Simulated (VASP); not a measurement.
Method: PBEsol GGA, VASP's PBE PAW potentials (set 64) (plane waves; VASP).

The input files of a VASP run:

File KPOINTS:
```
kpoints
0
gamma
  11 11 11
0 0 0
```

**POSCAR**
```
NiAl
1
    2.8900000000     0.0000000000     0.0000000000
    0.0000000000     2.8900000000     0.0000000000
    0.0000000000     0.0000000000     2.8900000000
Al Ni
1 1
Direct
  0.5000000000   0.5000000000   0.5000000000
  0.0000000000   0.0000000000   0.0000000000
```

INCAR:
```
ALGO = Normal
EDIFF = 1E-6
EDIFFG = -0.01
ENCUT = 520
GGA = PS
IBRION = 2
ISIF = 3
ISMEAR = 1
LASPH = .True.
LCHARG = .False.
LMAXMIX = 4
LREAL = .False.
LWAVE = .False.
NELM = 100
NSW = 60
PREC = Accurate
SIGMA = 0.1
SYSTEM = NiAl
```

POTCAR, in this order: Al Ni (PBE.64 set). Program: vasp_std.

The run wrote:

**OSZICAR**
```
       N       E                     dE             d eps       ncg     rms          rms(c)
DAV:   1     0.387974292759E+02    0.38797E+02   -0.57322E+03  1136   0.134E+03
DAV:   2    -0.118941800803E+02   -0.50692E+02   -0.48405E+02  1124   0.205E+02
DAV:   3    -0.131623572425E+02   -0.12682E+01   -0.12556E+01  1334   0.423E+01
DAV:   4    -0.131835866277E+02   -0.21229E-01   -0.21217E-01  1278   0.485E+00
DAV:   5    -0.131842201550E+02   -0.63353E-03   -0.63351E-03  1310   0.873E-01    0.126E+01
DAV:   6    -0.153087555321E+02   -0.21245E+01   -0.65957E+01  1252   0.140E+02    0.165E+01
DAV:   7    -0.116004153982E+02    0.37083E+01   -0.18243E+01  1238   0.826E+01    0.127E+00
DAV:   8    -0.115870907718E+02    0.13325E-01   -0.50920E-01  1390   0.923E+00    0.100E+00
DAV:   9    -0.115730118836E+02    0.14079E-01   -0.54831E-02  1314   0.374E+00    0.219E-01
DAV:  10    -0.115724343323E+02    0.57755E-03   -0.25018E-03  1274   0.801E-01    0.738E-02
DAV:  11    -0.115724333483E+02    0.98397E-06   -0.69921E-05  1254   0.817E-02    0.307E-02
DAV:  12    -0.115724318431E+02    0.15052E-05   -0.47401E-06  1170   0.401E-02    0.411E-03
DAV:  13    -0.115724314234E+02    0.41965E-06   -0.17528E-07   580   0.459E-03
   1 F= -.11572431E+02 E0= -.11572248E+02  d E =-.115724E+02
       N       E                     dE             d eps       ncg     rms          rms(c)
DAV:   1    -0.122030183915E+02   -0.63059E+00   -0.77074E+00  1220   0.516E+01    0.746E+00
DAV:   2    -0.129064966214E+02   -0.70348E+00   -0.23222E+01  1260   0.837E+01    0.911E+00
DAV:   3    -0.115815556474E+02    0.13249E+01   -0.77527E+00  1242   0.523E+01    0.770E-01
DAV:   4    -0.115807071480E+02    0.84850E-03   -0.92984E-02  1218   0.333E+00    0.699E-01
DAV:   5    -0.115760043430E+02    0.47028E-02   -0.17332E-02  1416   0.193E+00    0.160E-01
DAV:   6    -0.115759177895E+02    0.86554E-04   -0.78432E-04  1244   0.451E-01    0.504E-02
DAV:   7    -0.115759104402E+02    0.73493E-05   -0.34939E-05  1602   0.843E-02    0.176E-02
DAV:   8    -0.115759081765E+02    0.22637E-05   -0.64595E-06  1014   0.414E-02    0.325E-03
DAV:   9    -0.115759080751E+02    0.10140E-06   -0.41488E-07   586   0.690E-03
   2 F= -.11575908E+02 E0= -.11575654E+02  d E =-.347665E-02
       N       E                     dE             d eps       ncg     rms          rms(c)
DAV:   1    -0.116898342128E+02   -0.11393E+00   -0.14307E+00  1202   0.230E+01    0.297E+00
DAV:   2    -0.117955216298E+02   -0.10569E+00   -0.37378E+00  1244   0.335E+01    0.386E+00
DAV:   3    -0.115850940220E+02    0.21043E+00   -0.15508E+00  1262   0.215E+01    0.574E-01
DAV:   4    -0.115813137303E+02    0.37803E-02   -0.14671E-02  1296   0.186E+00    0.842E-02
DAV:   5    -0.115812255151E+02    0.88215E-04   -0.32712E-04  1232   0.183E-01    0.341E-02
DAV:   6    -0.115812301023E+02   -0.45872E-05   -0.14285E-05  1236   0.549E-02    0.166E-02
DAV:   7    -0.115812321273E+02   -0.20250E-05   -0.41646E-06   620   0.250E-02    0.504E-03
DAV:   8    -0.115812322409E+02   -0.11358E-06   -0.14912E-06   564   0.243E-02
   3 F= -.11581232E+02 E0= -.11581013E+02  d E =-.880082E-02
```

OUTCAR:
```
------------------------ aborting loop because EDIFF is reached ----------------------------------------
  FORCE on cell =-STRESS in cart. coord.  units (eV):
  Direction    XX          YY          ZZ          XY          YZ          ZX
  --------------------------------------------------------------------------------------
  Total        0.0041067      0.0041067      0.0041067      0.0000000      0.0000000     -0.0000000
  in kB        0.2799677      0.2799677      0.2799677      0.0000000      0.0000000     -0.0000000
  external PRESSURE =       0.2799677 kB  Pullay stress =       0.0000000 kB
  volume of cell :       23.50
      direct lattice vectors                 reciprocal lattice vectors
     2.864393194 -0.000000000 -0.000000000     0.349114082  0.000000000 -0.000000000
    -0.000000000  2.864393194 -0.000000000     0.000000000  0.349114082 -0.000000000
     0.000000000  0.000000000  2.864393194     0.000000000  0.000000000  0.349114082
 POSITION                                       TOTAL-FORCE (eV/Angst)
 -----------------------------------------------------------------------------------
      1.43220      1.43220      1.43220        -0.000000      0.000000      0.000000
      0.00000      0.00000      0.00000         0.000000      0.000000     -0.000000
 -----------------------------------------------------------------------------------
    total drift:                                0.000000      0.000000      0.000000
  FREE ENERGIE OF THE ION-ELECTRON SYSTEM (eV)
  ---------------------------------------------------
  free  energy   TOTEN  =       -11.5812322409 eV

  energy  without entropy=      -11.5805732243  energy(sigma->0) =      -11.58101257

 reached required accuracy - stopping structural energy minimisation
```
(Selected blocks of OUTCAR.)

**CONTCAR**
```
NiAl
   1.00000000000000
     2.8643931936117637   -0.0000000000000000   -0.0000000000000000
    -0.0000000000000000    2.8643931936117637   -0.0000000000000000
     0.0000000000000000    0.0000000000000000    2.8643931936117637
  Al              Ni
     1     1
Direct
     0.5000000000000000    0.5000000000000000    0.5000000000000000
     0.0000000000000000    0.0000000000000000    0.0000000000000000
```

Energy and stress use the plane-wave basis of the starting cell.

The compound is NiAl in the CsCl type structure. This run relaxes it. Symmetry was kept, so distortions that lower it aren't found. The run is not spin-polarised, so no magnetic state was tried. The electron count is odd and the run is not spin-polarised, which forces a metal.
